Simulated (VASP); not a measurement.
Si: single point with LDA

The system is Si.

```
CELL_PARAMETERS angstrom
0.00000 2.70097 2.70097
2.70097 0.00000 2.70097
2.70097 2.70097 0.00000
ATOMIC_POSITIONS crystal
Si 0.75000 0.75000 0.75000
Si 0.50000 0.50000 0.50000
```

```
Program             : VASP 6.6.1
Task                : single point
Functional          : LDA
Potentials or basis : VASP PAW LDA potentials, release 64 (Si)
Cutoff              : 520 eV
k mesh              : 12 × 12 × 12
Occupations         : gaussian, width 0.02 eV
Spin                : no spin polarisation
```

```
Pressure               : 0.0 GPa
Band gap on the k mesh : 0.44 eV, indirect (least direct gap 2.53 eV)
```

Levels at points of the mesh, in eV from the valence-band top:
| k point | band 2 | band 3 | band 4 | band 5 | band 6 | band 7 |
| --- | --- | --- | --- | --- | --- | --- |
| (0.00, 0.00, 0.00) | 0.00 | 0.00 | 0.00 | 2.53 | 2.53 | 2.53 |
| (0.50, 0.00, 0.00) | -7.06 | -1.21 | -1.21 | 1.49 | 3.29 | 3.29 |
| (0.50, 0.50, 0.00) | -7.86 | -2.89 | -2.89 | 0.57 | 0.57 | 10.11 |

Run time: 10 s on 1 thread of Intel(R) Xeon(R) 6975P-C (Granite Rapids), with other jobs on the host, peak memory 0.14 GiB.

A k mesh can miss the band edges. Expect the measured gap to be larger: semilocal functionals such as LDA lack the derivative discontinuity.
